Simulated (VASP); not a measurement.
Crystal: MgC2.

```
Mg C
1.0
     3.95078    0.00000    0.00000
     0.00000    3.95078    0.00000
     0.00000    0.00000    4.98709
Mg C
2 4
Direct
  0.00000 0.00000 0.50000
  0.50000 0.50000 0.00000
  0.38766 0.61235 0.50000
  0.11235 0.11235 0.00000
  0.61235 0.38766 0.50000
  0.88765 0.88765 0.00000
```

The cell comes from a database or a generator and needn't be the stable form of this composition.

- Program: VASP 6.6.1
- Task: single point
- Functional: PBE
- Potentials or basis: VASP PAW PBE potentials, release 64 (Mg, C)
- Cutoff: 520 eV
- k mesh: 7 × 7 × 6
- Occupations: fermi-dirac, width 0.05 eV
- Spin: no spin polarisation

On this cell: pressure -0.4 GPa; largest force 0.018 eV/Å; band gap on the k mesh 2.59 eV, indirect (least direct gap 2.96 eV).

The same run follows on a disturbed copy (atoms moved at random, drawn with an rms of 0.05 Å):

```
CELL_PARAMETERS angstrom
3.95078 0.00000 0.00000
0.00000 3.95078 0.00000
0.00000 0.00000 4.98709
ATOMIC_POSITIONS crystal
Mg 0.99110 0.99565 0.49239
Mg 0.50336 0.51002 0.99482
C 0.38763 0.60669 0.50872
C 0.11768 0.12096 0.00000
C 0.61305 0.38570 0.49721
C 0.87708 0.88348 0.00456
```

Q: What does the disturbed cell give?

A: The energy moves by +41.9 meV/atom; pressure -3.4 GPa; largest force 5.501 eV/Å; band gap on the k mesh 2.27 eV, indirect (least direct gap 2.42 eV).

Forces in eV/Å, atoms in the order of the input:
```
Mg   0.195 -0.185  0.097
Mg  -0.414 -0.416  0.043
C   -0.504  0.581 -0.169
C   -3.546 -3.494  0.111
C    0.337 -0.330  0.074
C    3.932  3.844 -0.156
```

Stress tensor (GPa, compression positive):
```
-5.14 -6.11 -0.34
-6.11 -5.15  0.51
-0.34  0.51  0.18
```

Caveats: the standard files for N, O and F lose accuracy on very short bonds; an odd mesh through Γ misses points on the zone boundary, where band edges often lie.
